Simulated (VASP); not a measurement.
# TiSi2: structure and properties in VASP, part 5 of 5

Wanted: the relaxed cell of TiSi2 and its properties. Left out of this account: 1 further run (relaxation: it shows nothing beyond the runs told). The start is a computed cell from the Materials Project.

VASP 6.6.1; PBE with D3(BJ); plane waves and PAW (Ti_sv, Si).

So far. Step 12 (Volume scan with PBE + D3(BJ) (run 5)): The run ends at a pressure of -2.93 GPa, with forces up to 0.065 eV/Å.

### 13. Volume scan with PBE + D3(BJ) (run 6) (continued)

OUTCAR, selected parts (step 13):

```text
 Edisp (eV)   -3.18133

  Total      -2.90361    -2.55822    -3.35996     0.00000     0.00000     0.00000
  in kB     -54.61705   -48.12021   -63.20090     0.00000     0.00000     0.00000
  external pressure =      -55.31 kB  Pullay stress =        0.00 kB

 POSITION                                       TOTAL-FORCE (eV/Angst)
 -----------------------------------------------------------------------------------
      1.77258     -5.33531      2.68737        -0.000000      0.117900      0.000000
      3.54515     -1.37001      0.89579        -0.000000     -0.117900     -0.000000
      1.77258     -0.81008      2.68737        -0.000000      0.116891      0.000000
      3.54515     -5.89524      0.89579         0.000000     -0.116891     -0.000000
      3.54515     -3.34568      2.68737         0.000000     -0.014344     -0.000000
      1.77258     -3.35964      0.89579         0.000000      0.014344     -0.000000
 -----------------------------------------------------------------------------------
    total drift:                                0.000000     -0.000000      0.000000

  FREE ENERGIE OF THE ION-ELECTRON SYSTEM (eV)
  ---------------------------------------------------
  free  energy   TOTEN  =       -43.9165398423 eV

  energy  without entropy=      -43.9145207950  energy(sigma->0) =      -43.91553032

[... 1 part as in an earlier step ...]

[... 2 further parts left out ...]
[key lines of the parts left out:]
E-fermi :  10.5514
```

The pressure falls from -2.93 to -5.53 GPa.

The run ends at a pressure of -5.53 GPa, with forces up to 0.12 eV/Å.

### 14. Volume scan with PBE + D3(BJ) (run 7)

A prediction first. A parabola through the 6 pressures of evenly scaled cells so far, P = -0.03 -153.4 t +341 t² GPa with t = ln(V/V₁) and V₁ the volume at scale 1, gives -7.81 GPa at t = +0.0583.

INCAR reads:

```
SYSTEM = TiSi2
PREC = Accurate
ENCUT = 400
EDIFF = 1E-06
NELM = 100
ISMEAR = 0
SIGMA = 0.05
LREAL = .FALSE.
ALGO = Normal
GGA = PE
IVDW = 12
NBANDS = 26
LASPH = .TRUE.
LORBIT = 11
LWAVE = .FALSE.
LCHARG = .FALSE.
KPAR = 4
ISIF = 2
```

POSCAR reads:

```
TiSi2
1.0
    3.5677361455      0.0000000000      0.0000000000
    0.0000000000      0.0000000000      3.6059846735
    1.7838680727     -6.7480295574      0.0000000000
Ti Si
2 4
Direct
    0.1021586661      0.7500000000      0.7956826678
    0.8978413339      0.2500000000      0.2043173322
    0.4395943902      0.7500000000      0.1208112196
    0.5604056098      0.2500000000      0.8791887804
    0.7505201556      0.7500000000      0.4989596888
    0.2494798444      0.2500000000      0.5010403112
```

KPOINTS reads:

```
Automatic mesh
0
Gamma
8 8 8
0 0 0
```

Potentials, in the order of the species: Ti_sv and Si (PBE family, release 64).

On the command line:

```
> mpirun -np 4 vasp_std
```

The program printed:

```text
[... set-up lines as in an earlier step ...]
 entering main loop
       N       E                     dE             d eps       ncg     rms          rms(c)
DAV:   1     0.345434514818E+03    0.34543E+03   -0.16584E+04  5468   0.136E+03
DAV:   2     0.102598785939E+01   -0.34441E+03   -0.33831E+03  5492   0.416E+02
DAV:   3    -0.414507121871E+02   -0.42477E+02   -0.41904E+02  9470   0.121E+02
DAV:   4    -0.445299892566E+02   -0.30793E+01   -0.30663E+01  7464   0.302E+01
[...]
DAV:  11    -0.407319581748E+02    0.29927E-03   -0.39654E-03  7534   0.431E-01    0.324E-02
DAV:  12    -0.407319452956E+02    0.12879E-04   -0.20209E-04  7458   0.102E-01    0.866E-03
DAV:  13    -0.407319456183E+02   -0.32267E-06   -0.64776E-06  7052   0.178E-02
   1 F= -.43851360E+02 E0= -.43850404E+02  d E =-.191012E-02
```

Elapsed: 27 s, on 4 MPI ranks of Intel Xeon Platinum 8259CL at 2.50GHz (Skylake/Cascade Lake), shared host; peak memory 1.1 GiB.

From OUTCAR (step 14):

```text
 Edisp (eV)   -3.11941

  Total      -4.23396    -3.69745    -4.87414    -0.00000     0.00000     0.00000
  in kB     -78.13821   -68.23698   -89.95295    -0.00000     0.00000     0.00000
  external pressure =      -78.78 kB  Pullay stress =        0.00 kB

 POSITION                                       TOTAL-FORCE (eV/Angst)
 -----------------------------------------------------------------------------------
      1.78387     -5.36929      2.70449         0.000000      0.165008      0.000000
      3.56774     -1.37874      0.90150        -0.000000     -0.165008     -0.000000
      1.78387     -0.81524      2.70449         0.000000      0.164916     -0.000000
      3.56774     -5.93279      0.90150        -0.000000     -0.164916     -0.000000
      3.56774     -3.36699      2.70449        -0.000000     -0.016365     -0.000000
      1.78387     -3.38103      0.90150         0.000000      0.016365     -0.000000
 -----------------------------------------------------------------------------------
    total drift:                                0.000000     -0.000000      0.000000

  FREE ENERGIE OF THE ION-ELECTRON SYSTEM (eV)
  ---------------------------------------------------
  free  energy   TOTEN  =       -43.8513595532 eV

  energy  without entropy=      -43.8494494371  energy(sigma->0) =      -43.85040450

[... 1 part as in an earlier step ...]

[... 2 further parts left out ...]
[key lines of the parts left out:]
E-fermi :  10.3114
```

The pressure falls from -5.53 to -7.88 GPa. The parabola predicted -7.81 GPa, +0.06 GPa off.

### 15. Comparing the runs

Times are for 4 MPI ranks of Intel Xeon Platinum 8259CL at 2.50GHz (Skylake/Cascade Lake), shared host. The series side by side:

```csv
no.,volume scale,energy above the lowest point (meV/atom),pressure (GPa),time,memory (GiB)
1,0.94,27.93,10.77,27 s,1.0
2,0.96,12.39,6.783,26 s,1.0
3,0.98,3.29,3.199,27 s,1.0
4,1,0,-0.02502,28 s,1.0
5,1.02,1.95,-2.928,28 s,1.1
6,1.04,8.59,-5.531,28 s,1.1
7,1.06,19.44,-7.878,27 s,1.1
```

### 16. Fit for PBE + D3(BJ)

This step: Birch-Murnaghan fit, PBE with D3(BJ); plane waves and PAW (VASP 6.6.1).

This step runs nothing: it gathers the runs above.

This step gave:

| Item | Value |
| --- | --- |
| pressure derivative of the bulk modulus | 4.313 |
| r.m.s. error of the fit | 5.33e-6 eV/atom |
| minimum inside the sampled range | yes |
| bulk modulus | 151.6 GPa |
| equilibrium volume of the fit | 13.68 Å³/atom |

Table of energy above the fitted minimum by volume:

```csv
volume (Å³/atom),energy above the fitted minimum (eV/atom)
12.831,0.0280
13.104,0.0124
13.377,0.00331
13.650,2.5e-5
13.923,0.00197
14.196,0.00861
14.469,0.0195
```

The fitted volume lies +0.22 % from the relaxed one. At a finite cutoff and mesh the minimum of the energy and the zero of the stress don't quite coincide, and the relaxation stops at a threshold. The atoms bear forces along the scan, since they were held; freeing them would lower the modulus.

### 17. What came out

| Property | Result |
| --- | --- |
| relaxed volume | 13.65 Å³/atom |
| relaxed conventional cell a, b, c | 3.499, 13.236, 3.537 Å |
| space group after relaxing, within 0.02 Å | Cmcm (No. 63) |
| band gap | none, a metal |
| DOS at the Fermi level | 1.36 states/eV/cell |
| largest field gradient Vzz | 43.34 V/Å² on Si3 |
| bulk modulus from the fit | 152 GPa |
| volume from the fit | 13.7 Å³/atom |

What this shows: With PBE + D3(BJ), TiSi2 relaxes to 13.65 Å³/atom in space group Cmcm (held by the symmetry of the run), comes out as a metal and has a bulk modulus of 152 GPa at fixed shape and positions, an upper bound. Bands along the symmetry lines (PBE + D3(BJ)): Of the bands kept, 2 cross the Fermi level on this path. No search among competing phases was made, and a listed structure need not be the one stable at ambient conditions. All values are for a static lattice at zero temperature.

[Lines on the potential files, build, host, timing and source positions are cut from VASP's logs without a mark.]

[Logs are printed without paths, hosts, clocks, repeated set-up lines and the standing remarks that a program may print on its own settings, such as how far it seeks lower states.]

[Hosts, paths, dates, database ids (printed as entryN), source tags and the programs' standing remarks are cut or masked in the printed files.]

[A measured line is paired with the nearest computed mode of its activity, which favours agreement.]
